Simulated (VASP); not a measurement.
Ti (space group P6_3/mmc): computed properties

Level of theory: LDA (Ceperley-Alder, Perdew-Zunger), VASP's LDA PAW potentials (set 64) (plane waves; VASP).

```yaml
space_group: P6_3/mmc (194)
cell: a = b = 2.8499 Å, c = 4.5439 Å, α = β = 90.00°, γ = 120.00°
volume_per_atom: 15.98 Å³/atom
band gap (over mesh and band path): none (metal, semimetal or under 0.01 eV)
band_gap_with_spin_orbit_coupling: none (metallic)
density: 4.97 g/cm³
```

```xyz
2
Lattice="2.8499 0.0000 0.0000 -1.4250 2.4681 0.0000 0.0000 0.0000 4.5439" Properties=species:S:1:pos:R:3 pbc="T T T"
Ti     0.0000     1.6454     1.1360
Ti     1.4250     0.8227     3.4080
```

The structure comes from a computed database's Ti entry (P6_3/mmc); how it stands against other phases isn't given here. It was relaxed first, which changed the volume by -8 %. Symmetry was kept, so distortions that lower it aren't found.
